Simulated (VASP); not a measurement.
# Which native defect does TiSi2 form most easily?, part 3 of 7

Aim: formation energies of the vacancies and antisites of TiSi2, in the two limits of its composition. The start is a computed cell from the Materials Project.

VASP 6.6.1, plane waves and PAW; the level of theory is named at each step.

So far. Step 2 (Relaxing the host crystal): The run ended after 6 ionic steps, 0.062 eV below its first step, once forces and stress met EDIFFG = -0.02. Step 3 (The perfect supercell): The host is treated as a metal, as its relaxation found a gap under 0.3 eV or none, and only the neutral defect is run.

**4. Reference Si**

This step: LDA; plane waves and PAW (Si) (VASP 6.6.1).

System of this step: Si. It takes space group Fd-3m (No. 227, cubic). Conventional cell: a = 5.430 Å, b = 5.430 Å, c = 5.430 Å, α = 90.00°, β = 90.00°, γ = 90.00°. Nearest to Si lie 4 Si at 2.35 Å.

The reference for Si is its crystal, relaxed at the cutoff of the large cell.

File INCAR:

```
SYSTEM = Si
PREC = Normal
ENCUT = 300
EDIFF = 1E-05
NELM = 120
ISMEAR = 0
SIGMA = 0.1
LREAL = Auto
ALGO = Fast
GGA = CA
NBANDS = 10
LORBIT = 11
LWAVE = .FALSE.
LCHARG = .FALSE.
KPAR = 8
IBRION = 2
NSW = 25
ISIF = 3
EDIFFG = -0.02
POTIM = 0.4
```

File POSCAR:

```
Si
1.0
    0.0000000000      2.7150000000      2.7150000000
    2.7150000000      0.0000000000      2.7150000000
    2.7150000000      2.7150000000      0.0000000000
Si
2
Direct
    0.0000000000      0.0000000000      0.0000000000
    0.2500000000      0.2500000000      0.2500000000
```

File KPOINTS:

```
Automatic mesh
0
Gamma
9 9 9
0 0 0
```

The projector-augmented-wave data sets are Si (LDA family, release 64).

The run is started by

```sh
$ mpirun -np 8 vasp_std
```

Log:

```text
[banner, memory and clock lines left out]
running    8 mpi-ranks, on    1 nodes
 distrk:  each k-point on    1 cores,    8 groups
 distr:  one band on    1 cores,    1 groups

 POSCAR found type information on POSCAR Si
 POSCAR found :  1 types and       2 ions
 [... a notice as in an earlier step ...]

|                                                                             |
|               ----> ADVICE to this user running VASP <----                  |
|                                                                             |
|     You have a (more or less) 'small supercell' and for smaller cells       |
|     it is recommended to use the reciprocal-space projection scheme!        |
|     The real-space optimization is not efficient for small cells and it     |
|     is also less accurate ...                                               |
|     Therefore, set LREAL=.FALSE. in the INCAR file.                         |
|                                                                             |

 LDA part: xc-table for (Slater(with rela. corr.)+CA(PZ))
 , standard interpolation
 POSCAR, INCAR and KPOINTS ok, starting setup
 FFT: planning ... GRIDC
 FFT: planning ... GRID_SOFT
 FFT: planning ... GRID
 WAVECAR not read
 entering main loop
       N       E                     dE             d eps       ncg     rms          rms(c)
DAV:   1     0.299667527613E+00    0.29967E+00   -0.24430E+03   700   0.401E+02
DAV:   2    -0.118508725291E+02   -0.12151E+02   -0.11640E+02  1018   0.690E+01
DAV:   3    -0.121706222727E+02   -0.31975E+00   -0.31897E+00   888   0.986E+00
DAV:   4    -0.121727944420E+02   -0.21722E-02   -0.21719E-02   886   0.977E-01
DAV:   5    -0.121728084043E+02   -0.13962E-04   -0.13962E-04   868   0.681E-02    0.510E+00
RMM:   6    -0.119934022976E+02    0.17941E+00   -0.59277E-02   700   0.121E+00    0.306E+00
RMM:   7    -0.119113003053E+02    0.82102E-01   -0.11943E-01   700   0.180E+00    0.247E-01
RMM:   8    -0.119117097814E+02   -0.40948E-03   -0.69650E-03   700   0.570E-01    0.879E-02
RMM:   9    -0.119117579990E+02   -0.48218E-04   -0.12896E-03   700   0.240E-01    0.872E-02
RMM:  10    -0.119117863144E+02   -0.28315E-04   -0.22325E-04   700   0.114E-01    0.388E-02
RMM:  11    -0.119117939458E+02   -0.76314E-05   -0.56702E-05   687   0.549E-02
   1 F= -.11911794E+02 E0= -.11911793E+02  d E =-.119118E+02
 curvature:   0.00 expect dE= 0.000E+00 dE for cont linesearch  0.000E+00
 trial: gam= 0.00000 g(F)=  0.224E-44 g(S)=  0.933E-02 ort = 0.000E+00 (trialstep = 0.100E+01)
 search vector abs. value=  0.933E-02
 bond charge predicted
       N       E                     dE             d eps       ncg     rms          rms(c)
DAV:   1    -0.119179867107E+02   -0.62004E-02   -0.11565E-01   802   0.158E+00    0.297E-01
RMM:   2    -0.119155458128E+02    0.24409E-02   -0.18105E-03   700   0.267E-01    0.177E-01
RMM:   3    -0.119144213864E+02    0.11244E-02   -0.15996E-03   700   0.215E-01    0.270E-02
RMM:   4    -0.119144270661E+02   -0.56798E-05   -0.13252E-04   700   0.864E-02    0.313E-02
RMM:   5    -0.119144252959E+02    0.17702E-05   -0.15063E-05   556   0.320E-02
   2 F= -.11914425E+02 E0= -.11914423E+02  d E =-.263135E-02
 trial-energy change:   -0.002631  1 .order   -0.002897   -0.009332    0.003537
 step:   0.6991(harm=  0.7252)  dis= 0.00000  next Energy=   -11.914965 (dE=-0.317E-02)
 bond charge predicted
       N       E                     dE             d eps       ncg     rms          rms(c)
DAV:   1    -0.119153244781E+02   -0.89741E-03   -0.10587E-02   780   0.474E-01    0.924E-02
RMM:   2    -0.119151040508E+02    0.22043E-03   -0.15742E-04   700   0.795E-02    0.559E-02
RMM:   3    -0.119150020944E+02    0.10196E-03   -0.14395E-04   700   0.643E-02    0.709E-03
RMM:   4    -0.119150025960E+02   -0.50153E-06   -0.11506E-05   538   0.254E-02
   3 F= -.11915003E+02 E0= -.11915001E+02  d E =-.320865E-02
 curvature:  -0.36 expect dE=-0.112E-06 dE for cont linesearch -0.112E-06
 trial: gam= 0.00000 g(F)=  0.499E-44 g(S)=  0.312E-06 ort =-0.540E-04 (trialstep = 0.940E+00)
 search vector abs. value=  0.312E-06
 reached required accuracy - stopping structural energy minimisation
```

Elapsed: 1.6 s, on 8 MPI ranks of AMD EPYC 7R43, shared host; peak memory 0.61 GiB.

Parts of OUTCAR (step 4):

```text
  LATTYP: Found a face centered cubic cell.
 ALAT       =     5.4300000000

 Subroutine GETGRP returns: Found 48 space group operations
 (whereof 24 operations were pure point group operations)

The static configuration has the point symmetry T_d .
 The point group associated with its full space group is O_h .

 Found     35 irreducible k-points:

   k-points           NKPTS =     35   k-points in BZ     NKDIM =     35   number of bands    NBANDS=     10

   dimension x,y,z NGX =    16 NGY =   16 NGZ =   16
   dimension x,y,z NGXF=    32 NGYF=   32 NGZF=   32

   ENCUT  =  300.0 eV  22.05 Ry    4.70 a.u.   5.42  5.42  5.42*2*pi/ulx,y,z

   NELECT =       8.0000    total number of electrons

 E-fermi :   6.1633

 k-point     1 :       0.0000    0.0000    0.0000
  band No.  band energies     occupation
      1      -6.1306      2.00000
      2       5.9456      1.99793
      3       5.9456      1.99793
      4       5.9456      1.99793
      5       8.4786      0.00000
      6       8.4786      0.00000
      7       8.4786      0.00000
      8       9.3438      0.00000
      9      13.7114      0.00000
    ...

 k-point     2 :       0.1111    0.0000    0.0000
  band No.  band energies     occupation
      1      -5.9668      2.00000
      2       4.5828      2.00000
      3       5.7013      2.00000
      4       5.7013      2.00000
      5       8.4597      0.00000
      6       8.8328      0.00000
      7       8.8328      0.00000
      8      10.4386      0.00000
      9      13.2590      0.00000
    ...

  Total        0.0023216      0.0023216      0.0023216      0.0000000      0.0000000      0.0000000
  in kB        0.0944564      0.0944564      0.0944564      0.0000000      0.0000000      0.0000000
  external PRESSURE =       0.0944564 kB  Pullay stress =       0.0000000 kB

  energy-cutoff  :      300.00
  volume of cell :       39.38
      direct lattice vectors                 reciprocal lattice vectors
    -0.000000000  2.700295603  2.700295603    -0.185164913  0.185164913  0.185164913
     2.700295603  0.000000000  2.700295603     0.185164913 -0.185164913  0.185164913
     2.700295603  2.700295603  0.000000000     0.185164913  0.185164913 -0.185164913

 POSITION                                       TOTAL-FORCE (eV/Angst)
 -----------------------------------------------------------------------------------
      0.00000      0.00000      0.00000        -0.000000     -0.000000     -0.000000
      1.35015      1.35015      1.35015         0.000000      0.000000      0.000000
 -----------------------------------------------------------------------------------
    total drift:                                0.000000      0.000000      0.000000

  FREE ENERGIE OF THE ION-ELECTRON SYSTEM (eV)
  ---------------------------------------------------
  free  energy   TOTEN  =       -11.9150025960 eV

  energy  without entropy=      -11.9149984323  energy(sigma->0) =      -11.91500051

 total charge
# of ion       s       p       d       tot
------------------------------------------
    1        0.759   0.961   0.000   1.720
    2        0.759   0.961   0.000   1.720
--------------------------------------------------
tot          1.518   1.922   0.000   3.439

[... 1 part as in an earlier step ...]

[... 7 further parts left out ...]
```

CONTCAR:

```
Si
   1.00000000000000
    -0.0000000000000000    2.7002956031681737    2.7002956031681737
     2.7002956031681737    0.0000000000000000    2.7002956031681737
     2.7002956031681737    2.7002956031681737    0.0000000000000000
  Si
     2
Direct
     0.0000000000000000    0.0000000000000000    0.0000000000000000
     0.2500000000000000    0.2500000000000000    0.2500000000000000
```

The gap is read on the k-mesh alone, so it is an upper bound where the band edges lie off the mesh. The run keeps the 48 symmetry operations of its start, so it cannot find a distortion of lower symmetry.

Relaxation path:

```csv
step,energy less that of the first step (eV),largest force (eV/Å),pressure (GPa),volume (Å³)
1,0.0000,0.0000,-1.61,40.03
2,-0.0026,0.0000,0.62,39.10
3,-0.0032,0.0000,0.01,39.38
```

```csv
"conventional cell, symmetrised",before,after,change
a (Å),5.430,5.401,-0.5 %
b (Å),5.430,5.401,-0.5 %
c (Å),5.430,5.401,-0.5 %
volume (Å³/atom),20.01,19.69,-1.6 %
```

The relaxed structure:

```
Si
1.0
     0.00000    2.70030    2.70030
     2.70030    0.00000    2.70030
     2.70030    2.70030    0.00000
Si
2
Direct
  0.00000 0.00000 0.00000
  0.25000 0.25000 0.25000
```

Numbers from this step:

```
electronic cycles                               : 20
electrons                                       : 8
free energy (TOTEN)                             : -11.92 eV
Fermi energy                                    : 6.163 eV
labelled metallic, from the levels on this mesh : no
gap on the k-mesh                               : 0.4497 eV
least direct gap on the k-mesh                  : 2.533 eV
```

The run ended after 3 ionic steps, 0.003 eV below its first step, once forces and stress met EDIFFG = -0.02.

Energy at zero smearing: -11.91500 eV.

**5. Reference Ti**

This step: LDA; plane waves and PAW (Ti) (VASP 6.6.1).

System of this step: Ti. Symmetry: P6_3/mmc, No. 194, hexagonal system. Conventional cell: a = 2.950 Å, b = 2.950 Å, c = 4.685 Å, α = 90.00°, β = 90.00°, γ = 120.00°. Ti has 12 Ti at 2.90 to 2.95 Å nearest.

The reference for Ti is its crystal, relaxed at the cutoff of the large cell.

INCAR: that of step 4 with these lines changed.

```diff
@@ -1,2 +1,2 @@
-SYSTEM = Si
+SYSTEM = Ti
 PREC = Normal
@@ -5,3 +5,3 @@
 NELM = 120
-ISMEAR = 0
+ISMEAR = 1
 SIGMA = 0.1
@@ -11,2 +11,3 @@
 NBANDS = 10
+LASPH = .TRUE.
 LORBIT = 11
```

File POSCAR:

```
Ti
1.0
    2.9500000000      0.0000000000      0.0000000000
   -1.4750000000      2.5547749412      0.0000000000
    0.0000000000      0.0000000000      4.6846000000
Ti
2
Direct
    0.0000000000      0.0000000000      0.0000000000
    0.3333333333      0.6666666667      0.5000000000
```

File KPOINTS:

```
Automatic mesh
0
Gamma
10 10 6
0 0 0
```

The projector-augmented-wave data sets are Ti (LDA family, release 64).

The run is started by

```sh
$ mpirun -np 8 vasp_std
```

Log:

```text
[banner, memory and clock lines left out]
running    8 mpi-ranks, on    1 nodes
 distrk:  each k-point on    1 cores,    8 groups
 distr:  one band on    1 cores,    1 groups

 POSCAR found type information on POSCAR Ti
 POSCAR found :  1 types and       2 ions
 [... a notice as in an earlier step ...]

 [... a notice as in an earlier step ...]

 LDA part: xc-table for (Slater(with rela. corr.)+CA(PZ))
 , standard interpolation
 POSCAR, INCAR and KPOINTS ok, starting setup
 FFT: planning ... GRIDC
 FFT: planning ... GRID_SOFT
 FFT: planning ... GRID
 WAVECAR not read
 entering main loop
       N       E                     dE             d eps       ncg     rms          rms(c)
DAV:   1     0.424442452012E+01    0.42444E+01   -0.23492E+03  1120   0.456E+02
DAV:   2    -0.183326462749E+02   -0.22577E+02   -0.21637E+02  1138   0.948E+01
DAV:   3    -0.192206870822E+02   -0.88804E+00   -0.86881E+00  1596   0.203E+01
DAV:   4    -0.192313191413E+02   -0.10632E-01   -0.10605E-01  1356   0.200E+00
DAV:   5    -0.192313605404E+02   -0.41399E-04   -0.41396E-04  1418   0.108E-01    0.152E+01
RMM:   6    -0.171213290633E+02    0.21100E+01   -0.40639E+00  1120   0.198E+01    0.367E+00
RMM:   7    -0.169177449544E+02    0.20358E+00   -0.18572E+00  1120   0.867E+00    0.117E+00
RMM:   8    -0.169232520546E+02   -0.55071E-02   -0.29246E-01  1120   0.560E+00    0.766E-01
RMM:   9    -0.169286511844E+02   -0.53991E-02   -0.12194E-01  1125   0.221E+00    0.480E-01
RMM:  10    -0.169265630606E+02    0.20881E-02   -0.34444E-02  1120   0.192E+00    0.896E-02
RMM:  11    -0.169271344986E+02   -0.57144E-03   -0.63282E-03  1133   0.315E-01    0.400E-02
RMM:  12    -0.169271356124E+02   -0.11138E-05   -0.27382E-04  1090   0.114E-01    0.356E-02
RMM:  13    -0.169271190442E+02    0.16568E-04   -0.91566E-05  1105   0.790E-02    0.843E-03
RMM:  14    -0.169271211214E+02   -0.20772E-05   -0.15541E-05   835   0.241E-02
   1 F= -.16927121E+02 E0= -.16926442E+02  d E =-.169271E+02
 curvature:   0.00 expect dE= 0.000E+00 dE for cont linesearch  0.000E+00
 trial: gam= 0.00000 g(F)=  0.475E-48 g(S)=  0.363E+00 ort = 0.000E+00 (trialstep = 0.100E+01)
 search vector abs. value=  0.363E+00
 bond charge predicted
       N       E                     dE             d eps       ncg     rms          rms(c)
DAV:   1    -0.171438181929E+02   -0.21670E+00   -0.96195E+00  1120   0.325E+01    0.503E+00
RMM:   2    -0.170543230446E+02    0.89495E-01   -0.11568E-01  1120   0.327E+00    0.201E+00
RMM:   3    -0.170360281056E+02    0.18295E-01   -0.63377E-02  1120   0.156E+00    0.237E-01
RMM:   4    -0.170358123270E+02    0.21578E-03   -0.10709E-02  1121   0.103E+00    0.352E-01
RMM:   5    -0.170378654594E+02   -0.20531E-02   -0.10820E-02  1140   0.775E-01    0.625E-01
RMM:   6    -0.170361760117E+02    0.16894E-02   -0.64716E-03  1120   0.914E-01    0.121E-01
RMM:   7    -0.170361726884E+02    0.33232E-05   -0.35378E-04  1118   0.111E-01    0.372E-02
RMM:   8    -0.170361769058E+02   -0.42173E-05   -0.43953E-05   940   0.437E-02
   2 F= -.17036177E+02 E0= -.17036162E+02  d E =-.109056E+00
[...]
3 F= -.17062410E+02 E0= -.17062167E+02  d E =-.135289E+00
[...]
4 F= -.17062359E+02 E0= -.17062106E+02  d E =-.135238E+00
[...]
5 F= -.17062649E+02 E0= -.17062422E+02  d E =-.289779E-03
 trial-energy change:   -0.000290  1 .order   -0.000291   -0.000366   -0.000217
 step:   2.3033(harm=  2.3033)  dis= 0.00000  next Energy=   -17.062808 (dE=-0.448E-03)
 bond charge predicted
       N       E                     dE             d eps       ncg     rms          rms(c)
DAV:   1    -0.170628718437E+02   -0.21370E-03   -0.13484E-02  1120   0.712E-01    0.470E-02
RMM:   2    -0.170628182010E+02    0.53643E-04   -0.55883E-05  1061   0.675E-02    0.245E-02
RMM:   3    -0.170627984959E+02    0.19705E-04   -0.22663E-05   879   0.306E-02    0.267E-03
RMM:   4    -0.170627985104E+02   -0.14502E-07   -0.20058E-06   630   0.104E-02
   6 F= -.17062799E+02 E0= -.17062587E+02  d E =-.439243E-03
 curvature:  -1.11 expect dE=-0.833E-04 dE for cont linesearch -0.423E-06
 trial: gam=-0.05732 g(F)=  0.149E-48 g(S)=  0.751E-04 ort =-0.120E-04 (trialstep = 0.121E+01)
 search vector abs. value=  0.777E-04
 reached required accuracy - stopping structural energy minimisation
```

It took 4 s on 8 MPI ranks; peak memory 0.65 GiB; 27 s of CPU time.

From OUTCAR (step 5):

```text
   k-points           NKPTS =     56   k-points in BZ     NKDIM =     56   number of bands    NBANDS=     10

   ENCUT  =  300.0 eV  22.05 Ry    4.70 a.u.   4.17  4.17  6.62*2*pi/ulx,y,z

   NELECT =       8.0000    total number of electrons

 E-fermi :   3.5110

 k-point     1 :       0.0000    0.0000    0.0000
  band No.  band energies     occupation
      1      -2.7328      2.00000
      2       0.6412      2.00000
      3       4.2870     -0.00000
      4       4.2870     -0.00000
      5       4.4794     -0.00000
      6       4.6747     -0.00000
      7       4.8648     -0.00000
    ...

  Total       -0.0380872     -0.0380872     -0.0314497      0.0000000      0.0000000      0.0000000
  in kB       -1.9151421     -1.9151421     -1.5813875      0.0000000      0.0000000      0.0000000
  external PRESSURE =      -1.8038906 kB  Pullay stress =       0.0000000 kB

 POSITION                                       TOTAL-FORCE (eV/Angst)
 -----------------------------------------------------------------------------------
     -0.00000      0.00000      0.00000        -0.000000      0.000000      0.000000
     -0.00000      1.65155      2.24812         0.000000     -0.000000      0.000000
 -----------------------------------------------------------------------------------
    total drift:                               -0.000000      0.000000     -0.000000

  FREE ENERGIE OF THE ION-ELECTRON SYSTEM (eV)
  ---------------------------------------------------
  free  energy   TOTEN  =       -17.0627985104 eV

  energy  without entropy=      -17.0621627301  energy(sigma->0) =      -17.06258658

[... 1 part as in an earlier step ...]

[... 15 further parts left out ...]
```

After so large a change of volume the plane waves of the start cell no longer fit, so the final stress carries a basis-set error. The run keeps the 24 symmetry operations of its start, so it cannot find a distortion of lower symmetry.

The steps of the relaxation:

```
step  energy less that of the first step (eV)  largest force (eV/Å)  pressure (GPa)  volume (Å³)
   1                                   0.0000                0.0000          -11.36        35.31
   2                                  -0.1091                0.0000            6.41        30.43
   3                                  -0.1353                0.0000            0.02        31.80
   4                                  -0.1352                0.0000           -0.30        31.87
   5                                  -0.1355                0.0000           -0.21        31.87
   6                                  -0.1357                0.0000           -0.18        31.86
```

```
conventional cell, symmetrised  before  after  change
                         a (Å)   2.950  2.861  -3.0 %
                         b (Å)   2.950  2.861  -3.0 %
                         c (Å)   4.685  4.496  -4.0 %
              volume (Å³/atom)   17.65  15.93  -9.8 %
```

Final coordinates:

```cif
data_structure
_symmetry_space_group_name_H-M 'P 1'
_symmetry_Int_Tables_number 1
_cell_length_a 2.8606
_cell_length_b 2.8606
_cell_length_c 4.4962
_cell_angle_alpha 90.000
_cell_angle_beta 90.000
_cell_angle_gamma 120.000
_cell_volume 31.86
loop_
_atom_site_label
_atom_site_type_symbol
_atom_site_fract_x
_atom_site_fract_y
_atom_site_fract_z
_atom_site_occupancy
Ti1 Ti 0.00000 0.00000 0.00000 1
Ti2 Ti 0.33333 0.66667 0.50000 1
```

This step gave:

```
electronic cycles                               : 39
free energy (TOTEN)                             : -17.06 eV
energy at zero smearing                         : -17.06 eV
Fermi energy                                    : 3.511 eV
labelled metallic, from the levels on this mesh : yes
```

The run ended after 6 ionic steps, 0.136 eV below its first step, once forces and stress met EDIFFG = -0.02.

Energy at zero smearing: -17.06259 eV.

(Continued in part 4 of 7.)

[Lines on the potential files, build, host, timing and source positions are cut from VASP's logs without a mark.]

[Logs are printed without paths, hosts, clocks, repeated set-up lines and the standing remarks that a program may print on its own settings, such as how far it seeks lower states.]

[Hosts, paths, dates, database ids (printed as entryN), source tags and the programs' standing remarks are cut or masked in the printed files.]

[In band tables of VASP the shares of atoms and orbitals are scaled to a sum of 1 inside the atoms' spheres.]

[Runs that stopped without an error message from VASP are left out.]
